**Q:** I have the energy levels of gallium phosphide at five wave vectors. Can they tell me the levels in the first two rows, Γ and L?

Energy levels of GaP (F-43m, two-atom cell) from VASP 6.6.1 with the r2SCAN functional, PAW PBE potentials (Ga_d, P), a 520 eV cutoff, an 8×8×8 k mesh and Gaussian smearing of 0.01 eV, without spin polarisation or spin-orbit coupling. Levels are numbered from the gap downwards (under) and upwards (over); energies are relative to the top of the valence band.

```tsv
point a (reciprocal cell vector)	point b (reciprocal cell vector)	point c (reciprocal cell vector)	level under 4 (eV)	level under 3 (eV)	level under 2 (eV)	level under 1 (eV)	level over 1 (eV)
0.0000	0.0000	0.0000	?	?	?	?	?
0.5000	0.0000	0.0000	?	?	?	?	?
-0.1250	0.1250	0.0000	-12.462	-2.805	-1.386	-0.282	3.433
-0.2500	0.2500	0.0000	-11.051	-5.558	-3.503	-1.254	3.524
0.3750	0.3750	0.0000	-10.756	-5.810	-2.525	-2.525	1.903
-0.3750	0.5000	0.1250	-9.878	-6.854	-3.283	-3.203	3.057
-0.2500	0.5000	0.2500	-9.829	-6.738	-3.704	-3.535	5.042
```

**A:** Start with what a row means. A wave vector says how the phase of an electron wave changes through the crystal. At Γ all cells are in step; at L the wave changes sign from one double layer of atoms to the next along a body diagonal of the cube. "Level under 1" is the highest filled level at that wave vector, "level under 4" the fourth from the top, and "level over 1" the lowest empty one. Energies count from the top of the filled states.

**Q:** Which level should I try first?

**A:** The lowest in the table, which is expected to be mainly phosphorus 3s. The 18 electrons of the cell fill nine levels, so five more, the gallium 3d shell, lie deeper and are left out here. Think of a polar two-atom molecule: two unequal orbitals couple, and the lower level is pushed down further the stronger the coupling. In the crystal each phosphorus has four gallium neighbours, whose contributions add with the phases of the wave. That is where the analogy ends, since the molecule has one fixed coupling.

At Γ all four contributions agree. At L three agree and one opposes, so the sum is two out of four: half the amplitude, and a quarter of the squared coupling. At W, the last row, the four cancel.

**Q:** How do I turn that into an energy?

**A:** Call the squared coupling relative to Γ the share g. Two repelling levels then give

E = A − B √(s + g),

where s reflects how far apart the levels are without coupling. For any row,

g = (1 + cos πx cos πy + cos πy cos πz + cos πz cos πx)/4,

with x = point b + point c − point a, and y and z by cyclic exchange.

A least-squares fit to the lowest level in the five known rows gives A = −8.86 eV, B = 4.04 eV and s = 0.061. Three constants for five rows are a modest test, so I read no physics into their values. For L, which was not in the fit, √(0.061 + 0.25) = 0.558, and E = −8.86 − 4.04 × 0.558 = −11.1 eV.

When each known row is left out in turn, the typical error is about 0.2 eV. My forecast for L is therefore −11.1 ± 0.3 eV. For Γ, the same formula with g = 1 gives −13.0 ± 0.3 eV. This is an extrapolation, since the largest share among the known rows is 0.73.

**Q:** And the highest filled levels?

**A:** At Γ the three p directions are equivalent in a cubic crystal, so three levels coincide. They form the top of the filled states, so all three are at 0 by the choice of zero.

At L, two p orbitals point sideways to the wave. Symmetry makes them equal and keeps them from mixing with s orbitals, which leaves phosphorus p coupled mainly to gallium p. The fourth row has a close relative: its wave runs along one face diagonal, and a p orbital along the other face diagonal also cannot mix with s. If only nearest neighbours couple, adding up the phases gives both states the same coupling.

I therefore copy the highest level of the fourth row and forecast an equal pair at −1.25 ± 0.2 eV. That this level belongs to the sideways p state is an argument from theory.

**Q:** That leaves one filled level at L.

**A:** There the argument is rougher. On the zone boundary this level should be mainly a bond between gallium s and a phosphorus p orbital, with an energy that varies little along the boundary. The last two rows lie on that boundary and have similar values of "level under 3". Their mean gives −6.8 eV for L, with a wide error bar of ± 0.5 eV.

**Q:** Can the empty levels be predicted too?

**A:** For Γ it is a deduction. The same calculation reports a smallest gap of 1.903 eV and a smallest gap at a single wave vector of 2.342 eV. No empty level lies below 1.903 eV, so the second gap needs a filled level within 0.439 eV of zero, which means a point near Γ. The s-like empty band has a steep minimum at Γ itself, so I put its level at 2.34 ± 0.01 eV.

For L, the smallest gap sets a floor. In gallium phosphide the L valley is known to lie between the one near X and the one at Γ. I take the midpoint, 2.12 eV, with a range of 1.90 to 2.40 eV.

**Q:** Then let us see the computed rows.

The withheld rows as computed:

```tsv
point a (reciprocal cell vector)	point b (reciprocal cell vector)	point c (reciprocal cell vector)	level under 4 (eV)	level under 3 (eV)	level under 2 (eV)	level under 1 (eV)	level over 1 (eV)
0.0000	0.0000	0.0000	-13.019	0.000	0.000	0.000	2.342
0.5000	0.0000	0.0000	-10.859	-6.843	-1.168	-1.168	2.039
```

**A:** Every forecast falls within its range. At Γ the lowest level is −13.02 eV, almost on the fitted curve. That closeness is better than the fit could promise, and it does not confirm the sizes in the two-level picture. The same constants put the repelling partner at A + B √(s + 1) = −4.7 eV, where the Γ row has no level; the s-like partner is expected to be the empty level at 2.342 eV. The formula follows the shape of the band, not the true strength of the coupling. A straight line in g, the form for weak coupling, would have put this level 0.5 eV too deep.

**Q:** The lowest level at L looks like the weakest prediction.

**A:** It is: the fitted curve is 0.25 eV too deep there, while the straight line is only 0.02 eV too deep. Neither form wins at both points. A limit of both is visible in the table. L and the fourth row have the same share, a quarter, yet their lowest levels differ by 0.19 eV, so no formula in g alone can match both. A probable cause, which I have not tested, is indirect coupling through p orbitals, which depends on the phase of each neighbour and not just on their sum.

The broad rule survives. In all seven rows, a larger share goes with a deeper lowest level. For another wave vector, add the four phases first: the more they cancel, the shallower this level will be.

**Q:** Did copying the fourth row work for the pair?

**A:** Yes, to within 0.09 eV: the two levels at L are equal, at −1.17 eV. This supports the nearest-neighbour picture but does not identify the orbitals. The third filled level from the top, at −6.84 eV, is also close to its two neighbours on the zone boundary.

**Q:** What do the empty levels mean for someone who uses the material?

**A:** The lowest empty level lies towards X, in the fifth row, while the highest filled level is at Γ. An electron crossing the smallest gap must therefore change its wave vector, usually with help from a lattice vibration, so gallium phosphide absorbs and emits light weakly at that energy. The L valley is only 0.14 eV above the lowest empty level found here.

That spacing may be somewhat larger in truth. The fifth row lies three quarters of the way to X; X itself is on the mesh and is no lower, so the real minimum is expected to fall between the two. The smallest gap itself comes out too small with r2SCAN, the measured value being roughly 2.3 eV as I recall. Spin-orbit coupling, left out here, would also split the three equal levels at Γ by roughly 0.1 eV.
